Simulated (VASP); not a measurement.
Output of a VASP run:

File OUTCAR:
```
 ion  position               nearest neighbor table
   1  0.333  0.667  0.250-   2 2.73   2 2.73   2 2.73   2 2.73   2 2.73   2 2.73
   2  0.667  0.333  0.750-   1 2.73   1 2.73   1 2.73   1 2.73   1 2.73   1 2.73
  LATTYP: Found a hexagonal cell.
 ALAT       =     2.7922963304
 C/A-ratio  =     1.5751258928
 Subroutine PRICEL returns:
 Original cell was already a primitive cell.
 Subroutine GETGRP returns: Found 24 space group operations
The static configuration has the point symmetry D_3d.
 The point group associated with its full space group is D_6h.
The dynamic configuration has the point symmetry D_3d.
 Subroutine INISYM returns: Found 24 space group operations
 Subroutine IBZKPT returns following result:
 Found    135 irreducible k-points:

 Following reciprocal coordinates:
            Coordinates               Weight
  0.000000  0.000000  0.000000      1.000000
  0.066667  0.000000  0.000000      6.000000
  0.133333 -0.000000  0.000000      6.000000
  0.200000  0.000000  0.000000      6.000000
  0.266667 -0.000000  0.000000      6.000000
  0.333333  0.000000  0.000000      6.000000
  0.400000  0.000000  0.000000      6.000000
  0.466667  0.000000  0.000000      6.000000
  0.066667  0.066667  0.000000      6.000000
  0.133333  0.066667  0.000000     12.000000
  0.200000  0.066667  0.000000     12.000000
  0.266667  0.066667  0.000000     12.000000
  0.333333  0.066667  0.000000     12.000000
  0.400000  0.066667  0.000000     12.000000
  0.466667  0.066667  0.000000      6.000000
  0.133333  0.133333  0.000000      6.000000
  0.200000  0.133333  0.000000     12.000000
  0.266667  0.133333  0.000000     12.000000
  0.333333  0.133333  0.000000     12.000000
  0.400000  0.133333  0.000000     12.000000
  0.200000  0.200000  0.000000      6.000000
  0.266667  0.200000  0.000000     12.000000
  0.333333  0.200000  0.000000     12.000000
  0.400000  0.200000  0.000000      6.000000
  0.266667  0.266667  0.000000      6.000000
  0.333333  0.266667  0.000000     12.000000
  0.333333  0.333333  0.000000      2.000000
  0.000000  0.000000  0.111111      2.000000
  0.066667  0.000000  0.111111     12.000000
  0.133333 -0.000000  0.111111     12.000000
  0.200000  0.000000  0.111111     12.000000
  0.266667 -0.000000  0.111111     12.000000
  0.333333  0.000000  0.111111     12.000000
  0.400000  0.000000  0.111111     12.000000
  0.466667  0.000000  0.111111     12.000000
  0.066667  0.066667  0.111111     12.000000
  0.133333  0.066667  0.111111     24.000000
  0.200000  0.066667  0.111111     24.000000
  0.266667  0.066667  0.111111     24.000000
  0.333333  0.066667  0.111111     24.000000
   k-points           NKPTS =    135   k-points in BZ     NKDIM =    135   number of bands    NBANDS=     12
   number of dos      NEDOS =    301   number of ions     NIONS =      2
   total plane-waves  NPLWV =  20736
   dimension x,y,z NGX =    24 NGY =   24 NGZ =   36
   dimension x,y,z NGXF=    48 NGYF=   48 NGZF=   72
   ions per type =               2
   PREC   = accura    normal or accurate (medium, high low for compatibility)
   ISTART =      0    job   : 0-new  1-cont  2-samecut
   ICHARG =      2    charge: 1-file 2-atom 10-const
   ISPIN  =      1    spin polarized calculation?
   LNONCOLLINEAR =      F non collinear calculations
   LSORBIT =      F    spin-orbit coupling
   INIWAV =      1    electr: 0-lowe 1-rand  2-diag
   ENCUT  =  520.0 eV  38.22 Ry    6.18 a.u.   5.19  5.19  8.18*2*pi/ulx,y,z
   NELM   =    100;   NELMIN=  2; NELMDL= -5     # of ELM steps
   EDIFF  = 0.1E-06   stopping-criterion for ELM
   LREAL  =      F    real-space projection
   NLSPLINE    = F    spline interpolate recip. space projectors
   LMAXMIX     =    6 max onsite mixed and CHGCAR
   VOSKOWN=      0    Vosko Wilk Nusair interpolation
   EDIFFG = -.1E-01   stopping-criterion for IOM
   NSW    =     30    number of steps for IOM
...
```

File OSZICAR:
```
       N       E                     dE             d eps       ncg     rms          rms(c)
DAV:   1     0.102631862017E+03    0.10263E+03   -0.76329E+03  3240   0.127E+03
DAV:   2    -0.160348076418E+02   -0.11867E+03   -0.10730E+03  3476   0.393E+02
DAV:   3    -0.236346571745E+02   -0.75998E+01   -0.68705E+01  4048   0.798E+01
DAV:   4    -0.238519316487E+02   -0.21727E+00   -0.21364E+00  3448   0.139E+01
DAV:   5    -0.238548172758E+02   -0.28856E-02   -0.28842E-02  3812   0.132E+00    0.214E+01
DAV:   6    -0.226427874673E+02    0.12120E+01   -0.15105E+00  3536   0.115E+01    0.908E+00
DAV:   7    -0.223369846297E+02    0.30580E+00   -0.86786E-01  3952   0.859E+00    0.418E-01
DAV:   8    -0.223308561231E+02    0.61285E-02   -0.69766E-03  3324   0.671E-01    0.228E-01
DAV:   9    -0.223289475776E+02    0.19085E-02   -0.11158E-03  3524   0.393E-01    0.466E-02
DAV:  10    -0.223289841692E+02   -0.36592E-04   -0.38234E-05  3676   0.609E-02    0.114E-02
DAV:  11    -0.223289583930E+02    0.25776E-04   -0.48980E-06  3372   0.253E-02    0.125E-03
DAV:  12    -0.223289574722E+02    0.92080E-06   -0.15079E-07  2796   0.463E-03    0.583E-04
DAV:  13    -0.223289573539E+02    0.11827E-06   -0.14355E-08  1720   0.115E-03    0.291E-04
DAV:  14    -0.223289572827E+02    0.71219E-07   -0.47639E-09  1664   0.979E-04
   1 F= -.22328957E+02 E0= -.22329426E+02  d E =-.223290E+02
       N       E                     dE             d eps       ncg     rms          rms(c)
DAV:   1    -0.223295736222E+02   -0.61627E-03   -0.59007E-02  3288   0.213E+00    0.129E-01
DAV:   2    -0.223290212581E+02    0.55236E-03   -0.63374E-04  3988   0.334E-01    0.650E-02
DAV:   3    -0.223288505929E+02    0.17067E-03   -0.31195E-04  3616   0.150E-01    0.126E-02
DAV:   4    -0.223288511879E+02   -0.59505E-06   -0.20096E-05  3380   0.595E-02    0.600E-03
DAV:   5    -0.223288508254E+02    0.36253E-06   -0.39304E-07  3612   0.624E-03    0.135E-03
DAV:   6    -0.223288508082E+02    0.17153E-07   -0.22398E-08  1696   0.189E-03
   2 F= -.22328851E+02 E0= -.22329291E+02  d E =0.106475E-03
       N       E                     dE             d eps       ncg     rms          rms(c)
DAV:   1    -0.223293061230E+02   -0.45530E-03   -0.20689E-02  3304   0.126E+00    0.760E-02
DAV:   2    -0.223291136897E+02    0.19243E-03   -0.22151E-04  3984   0.197E-01    0.385E-02
DAV:   3    -0.223290541522E+02    0.59538E-04   -0.10954E-04  3624   0.887E-02    0.742E-03
DAV:   4    -0.223290543932E+02   -0.24100E-06   -0.70595E-06  3344   0.353E-02    0.359E-03
DAV:   5    -0.223290543087E+02    0.84441E-07   -0.12928E-07  2280   0.370E-03
   3 F= -.22329054E+02 E0= -.22329518E+02  d E =-.970260E-04
```

### OUTCAR
```
------------------------ aborting loop because EDIFF is reached ----------------------------------------
  FORCE on cell =-STRESS in cart. coord.  units (eV):
  Direction    XX          YY          ZZ          XY          YZ          ZX
  --------------------------------------------------------------------------------------
  Total       -2.0472386     -2.0472380     -2.0459094      0.0000000     -0.0000000      0.0000000
  in kB     -110.4456419   -110.4456096   -110.3739360      0.0000000     -0.0000000      0.0000000
  external PRESSURE =    -110.4217292 kB  Pullay stress =       0.0000000 kB
  volume of cell :       29.70
      direct lattice vectors                 reciprocal lattice vectors
     1.395360074 -2.416834189  0.000000000     0.358330448 -0.206882211  0.000000000
     1.395360074  2.416834189 -0.000000000     0.358330448  0.206882211  0.000000000
     0.000000000  0.000000000  4.403188811     0.000000000  0.000000000  0.227108135
 POSITION                                       TOTAL-FORCE (eV/Angst)
 -----------------------------------------------------------------------------------
      1.39536      0.80561      1.10080         0.000000     -0.000000      0.000000
      1.39536     -0.80561      3.30239        -0.000000      0.000000      0.000000
 -----------------------------------------------------------------------------------
    total drift:                               -0.000002      0.000029     -0.000020
  FREE ENERGIE OF THE ION-ELECTRON SYSTEM (eV)
  ---------------------------------------------------
  free  energy   TOTEN  =       -22.3290543087 eV

  energy  without entropy=      -22.3304464267  energy(sigma->0) =      -22.32951835

 reached required accuracy - stopping structural energy minimisation
```
(Selected blocks of OUTCAR.)

File POSCAR:
```
Os
1
    1.3961483252    -2.4181994646     0.0000000000
    1.3961483252     2.4181994646     0.0000000000
    0.0000000000     0.0000000000     4.3982182503
Os
2
Direct
  0.3333330000   0.6666670000   0.2500000000
  0.6666670000   0.3333330000   0.7500000000
```

### Question
Reconstruct the remaining input files.

### Answer
Several could match; the one computed here: the input of the run itself, PW91 GGA, plane waves, VASP's PBE PAW potentials (set 64).

KPOINTS:
```
Automatic mesh
0
Gamma
15 15 9
0 0 0
```

**INCAR**
```
! general
SYSTEM   =  Os
PREC     =  Accurate
ENCUT    =  520
LREAL    =  F
LASPH    =  T

! electronic loop
EDIFF    =  1E-7
NELM     =  100
ALGO     =  Normal
LMAXMIX  =  6

! smearing
ISMEAR   =  1
SIGMA    =  0.1

! functional
GGA      =  91

! ions
IBRION   =  2
NSW      =  30
ISIF     =  4
EDIFFG   =  -0.01

! output
LWAVE    =  F
LCHARG   =  F
```

POTCAR, in this order: Os (PBE.64 set). Program: vasp_std.

The compound is Os in the hcp structure. This cell is one point of a volume scan, at 1.03 of the reference volume. Symmetry was kept, so distortions that lower it aren't found.
